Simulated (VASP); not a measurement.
Data:

```yaml
crystal:
  lattice:
    - [2.19166, 1.26535, 7.18835]
    - [-2.19166, 1.26535, 7.18835]
    - [0.00000, -2.53071, 7.18835]
  atoms:
    - { symbol: Zn, position: [0.50089, 0.50089, 0.50089] }
    - { symbol: Cd, position: [0.99839, 0.99839, 0.99839] }
    - { symbol: Te, position: [0.87019, 0.87019, 0.87019] }
    - { symbol: Te, position: [0.38052, 0.38052, 0.38052] }
```

These are LDA (Ceperley-Alder, Perdew-Zunger), VASP's LDA PAW potentials (set 64) (plane waves; VASP) values and carry that method's errors. Settings: 400 eV cut-off, Gaussian smearing of 0.050 eV, potentials Zn Cd Te.

Unless said otherwise, spin-orbit coupling is left out, though it shifts the bands of the heavy elements here.

**Question.** Give the energies of bands 10 to 21 at the high-symmetry points, in eV from the valence-band maximum.

**Answer.** 
| band | Γ | T | H2 | L | S0 | F |
|---|---|---|---|---|---|---|
| 10 | -7.00 | -7.14 | -7.01 | -7.00 | -7.01 | -7.01 |
| 11 | -7.00 | -7.00 | -7.00 | -6.99 | -7.00 | -6.99 |
| 12 | -6.98 | -7.00 | -6.80 | -6.88 | -6.80 | -6.86 |
| 13 | -5.19 | -3.28 | -5.07 | -4.95 | -5.06 | -5.30 |
| 14 | -1.05 | -3.10 | -4.61 | -4.45 | -4.59 | -4.84 |
| 15 | -1.05 | -0.84 | -3.13 | -2.61 | -3.24 | -2.29 |
| 16 | -0.15 | -0.84 | -2.82 | -2.52 | -2.77 | -2.25 |
| 17 | 0.00 | -0.33 | -1.79 | -1.93 | -1.88 | -1.00 |
| 18 | 0.00 | -0.33 | -1.70 | -1.42 | -1.67 | -0.90 |
| 19 | 0.74 | 1.45 | 2.83 | 2.33 | 2.67 | 1.55 |
| 20 | 1.76 | 2.40 | 2.96 | 3.09 | 3.56 | 2.18 |
| 21 | 4.25 | 4.64 | 4.76 | 4.36 | 4.32 | 2.27 |

The gap is direct, 0.74 eV, from the valence maximum at Γ to the conduction minimum at Γ.

The structure comes from a computed database's ZnCdTe2 entry (R3m); how it stands against other phases isn't given here. It was relaxed first, which changed the volume by -9 %.
